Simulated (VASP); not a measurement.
Crystal: AlC3.

```
Al C
1.0
     3.20793    0.00000    0.00000
     0.00000    3.20793    0.00000
     0.00000    0.00000    3.20793
Al C
1 3
Direct
  0.00000 0.00000 0.00000
  0.00000 0.50000 0.50000
  0.50000 0.00000 0.50000
  0.50000 0.50000 0.00000
```

The cell comes from a database or a generator and needn't be the stable form of this composition.

Program: VASP 6.6.1. Alike in all runs: task single point; potentials or basis VASP PAW PBE potentials, release 64 (Al, C); no spin polarisation; cell as given; k mesh 9 × 9 × 9; cutoff (eV) 520; smearing methfessel-paxton 0.01 eV.

**Question.** Order these runs on this cell by their pressure, lowest first.
A. level r2SCAN
B. level PBE
C. level BLYP

**Answer.** A (-2.5 GPa), B (-0.1 GPa), C (9.4 GPa).

Caveats: the PAW data sets were made with another functional, which shifts forces and pressure a little (some runs).
